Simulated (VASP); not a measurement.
An input for Quantum ESPRESSO's pw.x (written as the equivalent of a VASP run, and not itself run):

```
&CONTROL
  calculation = 'vc-relax'
  pseudo_dir = './pseudo'
  outdir = './out'
  tprnfor = .true.
  tstress = .true.
  nstep = 60
  forc_conv_thr = 0.00078
/
&SYSTEM
  ibrav = 0
  nat = 6
  ntyp = 2
  ecutwfc = 84
  occupations = 'smearing'
  smearing = 'methfessel-paxton'
  degauss = 0.00735
  input_dft = 'pbesol'
/
&ELECTRONS
  conv_thr = 7.3e-08
  electron_maxstep = 100
/
&IONS
/
&CELL
/
ATOMIC_SPECIES
  Ta 180.948 Ta.upf
  N 14.007 N.upf
CELL_PARAMETERS angstrom
     5.1995783   -0.0000000    0.0000000
    -2.5997891    4.5029670    0.0000000
     0.0000000   -0.0000000    2.9147200
ATOMIC_POSITIONS crystal
  Ta   0.0000000  1.0000000  0.0000000
  Ta   0.3333330  0.6666670  0.5000000
  Ta   0.6666670  0.3333330  0.5000000
  N    0.5000000  1.0000000  0.0000000
  N    0.5000000  0.5000000  0.0000000
  N    0.0000000  0.5000000  0.0000000
K_POINTS automatic
  6 6 9 0 0 0
```

Translate this input to VASP (INCAR, KPOINTS, POSCAR, choice of POTCAR).

Several could match; the one computed here: 
File POSCAR:
```
TaN
1
    5.1995782972    -0.0000000000     0.0000000000
   -2.5997891486     4.5029670240     0.0000000000
    0.0000000000    -0.0000000000     2.9147200044
Ta N
3 3
Direct
  0.0000000000   1.0000000000   0.0000000000
  0.3333330000   0.6666670000   0.5000000000
  0.6666670000   0.3333330000   0.5000000000
  0.5000000000   1.0000000000   0.0000000000
  0.5000000000   0.5000000000   0.0000000000
  0.0000000000   0.5000000000   0.0000000000
```

INCAR:
```
# general
SYSTEM  = TaN
PREC    = Accurate
ENCUT   = 520
LREAL   = .FALSE.
LASPH   = .TRUE.

# electronic loop
EDIFF   = 1E-6
NELM    = 100
ALGO    = Normal
LMAXMIX = 6

# smearing
ISMEAR  = 1
SIGMA   = 0.1

# functional
GGA     = PS

# ions
IBRION  = 2
NSW     = 60
ISIF    = 3
EDIFFG  = -0.02

# output
LWAVE   = .FALSE.
LCHARG  = .FALSE.
```

**KPOINTS**
```
Automatic mesh
0
Gamma
6 6 9
0 0 0
```

POTCAR, in this order: Ta_pv N (PBE.64 set). Program: vasp_std.

Limits of the translation: the potentials are each code's own (VASP's PAW set, PseudoDojo norm-conserving files in pw.x), so ENCUT and ecutwfc are chosen apart and not converted; conv_thr bounds pw.x's estimated SCF error, while EDIFF bounds the energy change between steps; forc_conv_thr acts on force components and is met together with etot_conv_thr.

The structure comes from a measured TaN entry (P6/mmm) of the Crystallography Open Database, whose conditions weren't checked. This run relaxes it. Symmetry was kept, so distortions that lower it aren't found. The start is the result of an earlier pass.
